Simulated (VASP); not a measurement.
# Cs2AgBiBr6: input slips in a band-gap run and what they do

Aim: see how common mistakes in a band-structure run show up, on Cs2AgBiBr6. The starting structure is a cell with measured lattice constants from the literature and the atomic positions of a Crystallography Open Database entry. The atoms were first relaxed with LDA in that cell, in a run that isn't shown, and the relaxed structure is the one below.

Program: VASP 6.6.1. Level of theory: Kohn-Sham DFT with plane waves and PAW; LDA. Results are calculated unless marked as measured.

**1. The starting structure**

Symmetry: Fm-3m, No. 225, cubic system. Conventional cell: a = 11.267 Å, b = 11.267 Å, c = 11.267 Å, α = 90.00°, β = 90.00°, γ = 90.00°. Bi has 6 Br at 2.86 Å nearest. Nearest to Cs lie 12 Br at 3.98 Å. Nearest to Ag lie 6 Br at 2.77 Å. Nearest to Br lie 1 Ag at 2.77 Å and 1 Bi at 2.86 Å and 4 Cs at 3.98 Å. Farther neighbours and most contacts between anions are not listed.

**2. Reference bands**

The input, INCAR:

```
SYSTEM = Cs2AgBiBr6
PREC = Accurate
ENCUT = 350
EDIFF = 1E-06
NELM = 100
ISMEAR = 0
SIGMA = 0.03
LREAL = .FALSE.
ALGO = Normal
GGA = CA
NBANDS = 67
LASPH = .TRUE.
LORBIT = 11
LWAVE = .FALSE.
LCHARG = .FALSE.
KPAR = 8
NCORE = 2
```

The input, POSCAR:

```
Cs2AgBiBr6
1.0
    0.0000000000      5.6333000000      5.6333000000
    5.6333000000      0.0000000000      5.6333000000
    5.6333000000      5.6333000000      0.0000000000
Bi Cs Ag Br
1 2 1 6
Direct
    0.0000000000      0.0000000000      0.0000000000
    0.7500000000      0.7500000000      0.7500000000
    0.2500000000      0.2500000000      0.2500000000
    0.5000000000      0.5000000000      0.5000000000
    0.7461466466      0.7461466466      0.2538533534
    0.2538533534      0.2538533534      0.7461466466
    0.7461466466      0.2538533534      0.2538533534
    0.7461466466      0.2538533534      0.7461466466
    0.2538533534      0.7461466466      0.7461466466
    0.2538533534      0.7461466466      0.2538533534
```

The input, KPOINTS:

```
Automatic mesh
0
Gamma
4 4 4
0 0 0
```

The input, KPOINTS_OPT:

```
Line mode
8
Line-mode
Reciprocal
  0.00000000   0.00000000   0.00000000 GAMMA
  0.50000000   0.00000000   0.50000000 X

  0.50000000   0.00000000   0.50000000 X
  0.50000000   0.25000000   0.75000000 W

  0.50000000   0.25000000   0.75000000 W
  0.37500000   0.37500000   0.75000000 K

  0.37500000   0.37500000   0.75000000 K
  0.00000000   0.00000000   0.00000000 GAMMA

  0.00000000   0.00000000   0.00000000 GAMMA
  0.50000000   0.50000000   0.50000000 L

  0.50000000   0.50000000   0.50000000 L
  0.62500000   0.25000000   0.62500000 U

  0.62500000   0.25000000   0.62500000 U
  0.50000000   0.25000000   0.75000000 W

  0.50000000   0.25000000   0.75000000 W
  0.50000000   0.50000000   0.50000000 L

  0.50000000   0.50000000   0.50000000 L
  0.37500000   0.37500000   0.75000000 K

  0.62500000   0.25000000   0.62500000 U
  0.50000000   0.00000000   0.50000000 X
```

The projector-augmented-wave data sets are Bi_d, Cs_sv, Ag and Br (LDA family, release 64).

Command:

```sh
$ mpirun -np 16 vasp_std
```

Log:

```text
[banner, memory and clock lines left out]
running   16 mpi-ranks, on    1 nodes
 distrk:  each k-point on    2 cores,    8 groups
 distr:  one band on    2 cores,    1 groups

 POSCAR found type information on POSCAR BiCsAgBr
 POSCAR found :  4 types and      10 ions
 LDA part: xc-table for (Slater(with rela. corr.)+CA(PZ))
 , standard interpolation
 POSCAR, INCAR and KPOINTS ok, starting setup
 FFT: planning ... GRIDC
 FFT: planning ... GRID_SOFT
 FFT: planning ... GRID
 WAVECAR not read
 entering main loop
       N       E                     dE             d eps       ncg     rms          rms(c)
DAV:   1     0.563345730421E+03    0.56335E+03   -0.29053E+04  1128   0.828E+02
DAV:   2     0.230475408694E+02   -0.54030E+03   -0.51478E+03  1298   0.219E+02
DAV:   3    -0.339824841868E+02   -0.57030E+02   -0.56571E+02  1304   0.849E+01
DAV:   4    -0.354976981982E+02   -0.15152E+01   -0.15120E+01  1293   0.168E+01
DAV:   5    -0.355377690063E+02   -0.40071E-01   -0.40062E-01  1464   0.249E+00    0.833E+00
DAV:   6    -0.342792775626E+02    0.12585E+01   -0.16599E+00  1394   0.749E+00    0.566E+00
DAV:   7    -0.341879642611E+02    0.91313E-01   -0.95691E-01  1352   0.295E+00    0.248E+00
DAV:   8    -0.341739756373E+02    0.13989E-01   -0.87990E-02  1290   0.116E+00    0.649E-01
DAV:   9    -0.341722735206E+02    0.17021E-02   -0.74017E-03  1256   0.373E-01    0.110E-01
DAV:  10    -0.341723700733E+02   -0.96553E-04   -0.96097E-04  1365   0.949E-02    0.763E-02
DAV:  11    -0.341724020286E+02   -0.31955E-04   -0.16681E-04  1328   0.496E-02    0.133E-02
DAV:  12    -0.341723976899E+02    0.43387E-05   -0.18156E-05  1301   0.211E-02    0.759E-03
DAV:  13    -0.341723979542E+02   -0.26430E-06   -0.44252E-06  1368   0.625E-03
   1 F= -.34172398E+02 E0= -.34172398E+02  d E =-.469240E-14
 Start KPOINTS_OPT (optional k-point list driver)
k-point batch [1-8\80]
       N       E                     dE             ncg
DAV:   1    -0.159599972433E+03   -0.57163E+04     1128
DAV:   2    -0.437271216700E+04   -0.42131E+04     1298
DAV:   3    -0.481965196357E+04   -0.44694E+03     1264
DAV:   4    -0.483128985294E+04   -0.11638E+02     1309
DAV:   5    -0.483159526698E+04   -0.30541E+00     1480
DAV:   6    -0.483160301594E+04   -0.77490E-02     1352
DAV:   7    -0.483160349773E+04   -0.48179E-03     1624
DAV:   8    -0.483160349967E+04   -0.19396E-05     1168
DAV:   9    -0.483160349973E+04   -0.60096E-07      864
[...]
k-point batch [73-80\80]
       N       E                     dE             ncg
DAV:   1    -0.114847892298E+03   -0.10544E+05     1112
DAV:   2    -0.438880902272E+04   -0.42740E+04     1293
DAV:   3    -0.483416104662E+04   -0.44535E+03     1336
DAV:   4    -0.484597279737E+04   -0.11812E+02     1352
DAV:   5    -0.484628414388E+04   -0.31135E+00     1477
DAV:   6    -0.484629231293E+04   -0.81690E-02     1448
DAV:   7    -0.484629286370E+04   -0.55078E-03     1632
DAV:   8    -0.484629286590E+04   -0.21922E-05     1272
DAV:   9    -0.484629286596E+04   -0.61008E-07      920
```

Wall time 42 s (16 MPI ranks of AMD EPYC 9R45, shared host); peak memory 4.7 GiB; 9.5 min of CPU time.

The logs omit lines about the potential files and the build; timing stands in the text.

Parts of OUTCAR (step 2):

```text
ion  position               nearest neighbor table
   1  0.000  0.000  0.000-   5 2.86   6 2.86   7 2.86   8 2.86   9 2.86  10 2.86
   2  0.750  0.750  0.750-
   3  0.250  0.250  0.250-
   4  0.500  0.500  0.500-   5 2.77   6 2.77   7 2.77   8 2.77   9 2.77  10 2.77
   5  0.746  0.746  0.254-   4 2.77   1 2.86
   6  0.254  0.254  0.746-   4 2.77   1 2.86
   7  0.746  0.254  0.254-   4 2.77   1 2.86
   8  0.746  0.254  0.746-   4 2.77   1 2.86
   9  0.254  0.746  0.746-   4 2.77   1 2.86
  10  0.254  0.746  0.254-   4 2.77   1 2.86

  LATTYP: Found a face centered cubic cell.
 ALAT       =    11.2666000000

 Subroutine GETGRP returns: Found 48 space group operations
 (whereof 48 operations were pure point group operations)

The static configuration has the point symmetry O_h .

 Found      8 irreducible k-points:

   k-points           NKPTS =      8   k-points in BZ     NKDIM =      8   number of bands    NBANDS=     67

   dimension x,y,z NGX =    50 NGY =   50 NGZ =   50
   dimension x,y,z NGXF=   100 NGYF=  100 NGZF=  100

   ENCUT  =  350.0 eV  25.72 Ry    5.07 a.u.  12.15 12.15 12.15*2*pi/ulx,y,z

   NELECT =      86.0000    total number of electrons

 k-points in reciprocal lattice and weights: Automatic mesh
   0.00000000  0.00000000  0.00000000       0.016
   0.25000000  0.00000000  0.00000000       0.125
   0.50000000  0.00000000  0.00000000       0.062
   0.25000000  0.25000000  0.00000000       0.094
   0.50000000  0.25000000  0.00000000       0.375
  -0.25000000  0.25000000  0.00000000       0.188
   0.50000000  0.50000000  0.00000000       0.047
  -0.25000000  0.50000000  0.25000000       0.094

 average (electrostatic) potential at core
       1-110.0499       2 -48.0254       3 -48.0254       4 -76.6466       5 -69.7200
       6 -69.7200       7 -69.7200       8 -69.7200       9 -69.7200      10 -69.7200

 E-fermi :   1.3349

 k-point     1 :       0.0000    0.0000    0.0000
  band No.  band energies     occupation
    ...
     39       0.0495      2.00000
     40       0.0495      2.00000
     41       0.0495      2.00000
     42       0.5907      2.00000
     43       0.5907      2.00000
     44       3.2163      0.00000
     45       3.2163      0.00000
     46       3.2163      0.00000
     47       4.4980      0.00000
     48       5.4952      0.00000
    ...

 k-point     2 :       0.2500    0.0000    0.0000
  band No.  band energies     occupation
    ...
     39      -0.2739      2.00000
     40      -0.2739      2.00000
     41      -0.0525      2.00000
     42       0.1882      2.00000
     43       0.1882      2.00000
     44       2.7320      0.00000
     45       3.9366      0.00000
     46       3.9366      0.00000
     47       5.0743      0.00000
     48       5.8532      0.00000
    ...

 k-point     3 :       0.5000    0.0000    0.0000
  band No.  band energies     occupation
    ...
     39      -0.2802      2.00000
     40      -0.2802      2.00000
     41      -0.2757      2.00000
     42       0.0042      2.00000
     43       0.0042      2.00000
     44       2.2478      0.00000
     45       4.6321      0.00000
     46       4.6321      0.00000
     47       5.8758      0.00000
     48       5.9958      0.00000
    ...

  Total       -4.5606100     -4.5606100     -4.5606100     -0.0000000     -0.0000000      0.0000000
  in kB      -20.4368933    -20.4368933    -20.4368933     -0.0000000     -0.0000000      0.0000000
  external PRESSURE =     -20.4368933 kB  Pullay stress =       0.0000000 kB

  energy-cutoff  :      350.00
  volume of cell :      357.54
      direct lattice vectors                 reciprocal lattice vectors
     0.000000000  5.633300000  5.633300000    -0.088757922  0.088757922  0.088757922
     5.633300000  0.000000000  5.633300000     0.088757922 -0.088757922  0.088757922
     5.633300000  5.633300000  0.000000000     0.088757922  0.088757922 -0.088757922

 POSITION                                       TOTAL-FORCE (eV/Angst)
 -----------------------------------------------------------------------------------
      0.00000      0.00000      0.00000         0.000000      0.000000      0.000000
      8.44995      8.44995      8.44995         0.000000      0.000000      0.000000
      2.81665      2.81665      2.81665         0.000000     -0.000000      0.000000
      5.63330      5.63330      5.63330         0.000000      0.000000      0.000000
      5.63330      5.63330      8.40654         0.000000      0.000000     -0.006509
      5.63330      5.63330      2.86006         0.000000      0.000000      0.006509
      2.86006      5.63330      5.63330         0.006509      0.000000      0.000000
      5.63330      8.40654      5.63330         0.000000     -0.006509      0.000000
      8.40654      5.63330      5.63330        -0.006509      0.000000      0.000000
      5.63330      2.86006      5.63330         0.000000      0.006509      0.000000
 -----------------------------------------------------------------------------------
    total drift:                                0.000000      0.000000     -0.000000

  FREE ENERGIE OF THE ION-ELECTRON SYSTEM (eV)
  ---------------------------------------------------
  free  energy   TOTEN  =       -34.1723979542 eV

  energy  without entropy=      -34.1723979542  energy(sigma->0) =      -34.17239795

 total charge
# of ion       s       p       d       tot
------------------------------------------
    1        1.645   0.961   9.972  12.577
    2        1.836   4.683   0.018   6.537
    3        1.836   4.683   0.018   6.537
    4        0.262   0.195   9.291   9.747
    5        1.614   3.214   0.013   4.841
    6        1.614   3.214   0.013   4.841
    7        1.614   3.214   0.013   4.841
    8        1.614   3.214   0.013   4.841
    9        1.614   3.214   0.013   4.841
   10        1.614   3.214   0.013   4.841
--------------------------------------------------
tot         15.262  29.807  19.377  64.445

[... 3 further parts left out ...]
```

Spin-orbit coupling is off here; with elements this heavy it can split and shift levels by tenths of an eV, and by up to about 1 eV where a band edge is a 6p state. At this level the cell is under a tension of 2.0 GPa, so at these settings it is away from equilibrium.

The reference gap is 1.065 eV.

**3. Bands with a cutoff far too low**

A slip made on purpose: a cutoff far too low. Against step 2 the input has ENCUT = 110 (also changed: NELM).

INCAR: that of step 2 with these lines changed.

```diff
@@ -2,5 +2,5 @@
 PREC = Accurate
-ENCUT = 350
+ENCUT = 110
 EDIFF = 1E-06
-NELM = 100
+NELM = 60
 ISMEAR = 0
```

POSCAR is that of step 2.

KPOINTS is that of step 2.

KPOINTS_OPT is that of step 2.

Command:

```sh
$ mpirun -np 16 vasp_std
```

Log:

```text
[... set-up lines as in an earlier step ...]
 entering main loop
       N       E                     dE             d eps       ncg     rms          rms(c)
DAV:   1     0.276583905432E+03    0.27658E+03   -0.15725E+04  1256   0.318E+02
DAV:   2     0.348359441151E+02   -0.24175E+03   -0.23590E+03  1336   0.124E+02
DAV:   3     0.248681644000E+02   -0.99678E+01   -0.98888E+01  1288   0.256E+01
DAV:   4     0.247972697383E+02   -0.70895E-01   -0.70792E-01  1288   0.221E+00
[...]
DAV:  12     0.575552191881E+02    0.45332E-04   -0.18707E-04  1264   0.413E-02    0.292E-02
DAV:  13     0.575552229705E+02    0.37825E-05   -0.34885E-05  1296   0.167E-02    0.653E-03
DAV:  14     0.575552229151E+02   -0.55416E-07   -0.16511E-06  1048   0.343E-03
   1 F= 0.57555223E+02 E0= 0.57555223E+02  d E =-.117005E-22
 Start KPOINTS_OPT (optional k-point list driver)
k-point batch [1-8\80]
       N       E                     dE             ncg
DAV:   1    -0.297729808098E+04   -0.61040E+04     1352
DAV:   2    -0.494782358347E+04   -0.19705E+04     1352
DAV:   3    -0.503586840515E+04   -0.88045E+02     1245
DAV:   4    -0.503641320930E+04   -0.54480E+00     1288
DAV:   5    -0.503641806682E+04   -0.48575E-02     1253
DAV:   6    -0.503641812804E+04   -0.61221E-04     1296
DAV:   7    -0.503641812909E+04   -0.10461E-05     1024
DAV:   8    -0.503641812912E+04   -0.30860E-07      888
[...]
k-point batch [73-80\80]
       N       E                     dE             ncg
DAV:   1    -0.306816822397E+04   -0.89388E+04     1376
DAV:   2    -0.501444111229E+04   -0.19463E+04     1320
DAV:   3    -0.509442447037E+04   -0.79983E+02     1328
DAV:   4    -0.509491018074E+04   -0.48571E+00     1320
DAV:   5    -0.509491366793E+04   -0.34872E-02     1320
DAV:   6    -0.509491370924E+04   -0.41308E-04     1360
DAV:   7    -0.509491370975E+04   -0.50960E-06     1056
```

The job ended after 7.8 s (16 MPI ranks; peak memory 2.3 GiB).

From OUTCAR (step 3):

```text
  Total     -584.8212821   -584.8212821   -584.8212821      0.0000000     -0.0000000      0.0000000
  in kB    -2620.6867624  -2620.6867624  -2620.6867624      0.0000000     -0.0000000      0.0000000
  external PRESSURE =   -2620.6867624 kB  Pullay stress =       0.0000000 kB

 POSITION                                       TOTAL-FORCE (eV/Angst)
 -----------------------------------------------------------------------------------
      0.00000      0.00000      0.00000         0.000000      0.000000      0.000000
      8.44995      8.44995      8.44995        -0.000000     -0.000000      0.000000
      2.81665      2.81665      2.81665         0.000000      0.000000      0.000000
      5.63330      5.63330      5.63330         0.000000      0.000000      0.000000
      5.63330      5.63330      8.40654         0.000000      0.000000      0.469194
      5.63330      5.63330      2.86006         0.000000      0.000000     -0.469194
      2.86006      5.63330      5.63330        -0.469194      0.000000      0.000000
      5.63330      8.40654      5.63330         0.000000      0.469194      0.000000
      8.40654      5.63330      5.63330         0.469194      0.000000      0.000000
      5.63330      2.86006      5.63330         0.000000     -0.469194      0.000000
 -----------------------------------------------------------------------------------
    total drift:                                0.000000      0.000000      0.000000

  FREE ENERGIE OF THE ION-ELECTRON SYSTEM (eV)
  ---------------------------------------------------
  free  energy   TOTEN  =        57.5552229151 eV

  energy  without entropy=       57.5552229151  energy(sigma->0) =       57.55522292

[... 1 part as in an earlier step ...]

[... 2 further parts left out ...]
[key lines of the parts left out:]
E-fermi :   0.7841
```

With a cutoff far too low the gap is 0.424 eV, -0.641 eV from the reference.

**4. Bands with a k mesh far too coarse and no band path**

A slip made on purpose: a k mesh far too coarse and no band path. Against step 2 the input has a 1×1×1 mesh and no band path (also changed: NELM, NBANDS, NCORE and KPAR).

The input, INCAR:

```
SYSTEM = Cs2AgBiBr6
PREC = Accurate
ENCUT = 350
EDIFF = 1E-06
NELM = 60
ISMEAR = 0
SIGMA = 0.03
LREAL = .FALSE.
ALGO = Normal
GGA = CA
NBANDS = 53
LASPH = .TRUE.
LORBIT = 11
LWAVE = .FALSE.
LCHARG = .FALSE.
NCORE = 4
```

POSCAR is that of step 3.

The input, KPOINTS:

```
Automatic mesh
0
Gamma
1 1 1
0 0 0
```

Command:

```sh
$ mpirun -np 16 vasp_std
```

Log:

```text
[banner, memory and clock lines left out]
running   16 mpi-ranks, on    1 nodes
[...]
LDA part: xc-table for (Slater(with rela. corr.)+CA(PZ))
 , standard interpolation
|                                                                             |
|           W    W    AA    RRRRR   N    N  II  N    N   GGGG   !!!           |
|           W    W   A  A   R    R  NN   N  II  NN   N  G    G  !!!           |
|           W    W  A    A  R    R  N N  N  II  N N  N  G       !!!           |
|           W WW W  AAAAAA  RRRRR   N  N N  II  N  N N  G  GGG   !            |
|           WW  WW  A    A  R   R   N   NN  II  N   NN  G    G                |
|           W    W  A    A  R    R  N    N  II  N    N   GGGG   !!!           |
|                                                                             |
|     The number of bands has been changed from the values supplied in        |
|     The orbitals not found in the WAVECAR file will be initialized with     |
|     random numbers, which is usually adequate. For correlated               |
|     calculations, however, you should redo the groundstate calculation.     |
|     I found NBANDS = 53. Now, NBANDS = 56.                                  |
|                                                                             |

 POSCAR, INCAR and KPOINTS ok, starting setup
[...]
entering main loop
       N       E                     dE             d eps       ncg     rms          rms(c)
DAV:   1     0.573709502161E+03    0.57371E+03   -0.29474E+04   120   0.982E+02
DAV:   2     0.308160394608E+02   -0.54289E+03   -0.52055E+03   136   0.245E+02
DAV:   3    -0.306794246195E+02   -0.61495E+02   -0.60889E+02   136   0.972E+01
DAV:   4    -0.323746552155E+02   -0.16952E+01   -0.16930E+01   120   0.197E+01
[...]
DAV:  12    -0.303122795442E+02    0.14750E-04   -0.55922E-05   136   0.291E-02    0.129E-02
DAV:  13    -0.303122782729E+02    0.12713E-05   -0.20102E-05   144   0.157E-02    0.569E-03
DAV:  14    -0.303122780856E+02    0.18734E-06   -0.14912E-06    96   0.504E-03
   1 F= -.30312278E+02 E0= -.30312278E+02  d E =-.299900E-22
```

It took 2.2 s on 16 MPI ranks; peak memory 1.7 GiB; 20 s of CPU time.

OUTCAR, selected parts (step 4):

```text
  Total        4.4220444      4.4220444      4.4220444     -0.0000000      0.0000000     -0.0000000
  in kB       19.8159565     19.8159565     19.8159565     -0.0000000      0.0000000     -0.0000000
  external PRESSURE =      19.8159565 kB  Pullay stress =       0.0000000 kB

 POSITION                                       TOTAL-FORCE (eV/Angst)
 -----------------------------------------------------------------------------------
      0.00000      0.00000      0.00000         0.000000     -0.000000      0.000000
      8.44995      8.44995      8.44995         0.000000     -0.000000      0.000000
      2.81665      2.81665      2.81665        -0.000000     -0.000000     -0.000000
      5.63330      5.63330      5.63330         0.000000     -0.000000      0.000000
      5.63330      5.63330      8.40654         0.000000     -0.000000      0.852303
      5.63330      5.63330      2.86006         0.000000     -0.000000     -0.852303
      2.86006      5.63330      5.63330        -0.852303     -0.000000      0.000000
      5.63330      8.40654      5.63330         0.000000      0.852303      0.000000
      8.40654      5.63330      5.63330         0.852303     -0.000000      0.000000
      5.63330      2.86006      5.63330         0.000000     -0.852303      0.000000
 -----------------------------------------------------------------------------------
    total drift:                                0.000000      0.000000     -0.000000

  FREE ENERGIE OF THE ION-ELECTRON SYSTEM (eV)
  ---------------------------------------------------
  free  energy   TOTEN  =       -30.3122780856 eV

  energy  without entropy=      -30.3122780856  energy(sigma->0) =      -30.31227809

[... 1 part as in an earlier step ...]

[... 2 further parts left out ...]
[key lines of the parts left out:]
E-fermi :   1.1604
```

With a k mesh far too coarse and no band path the gap is 2.301 eV, +1.236 eV from the reference, read on the mesh alone.

(Continued in part 2 of 2.)

[Lines on the potential files, build, host, timing and source positions are cut from VASP's logs without a mark.]

[Logs are printed without paths, hosts, clocks, repeated set-up lines and the standing remarks that a program may print on its own settings, such as how far it seeks lower states.]

[Hosts, paths, dates, database ids (printed as entryN), source tags and the programs' standing remarks are cut or masked in the printed files.]
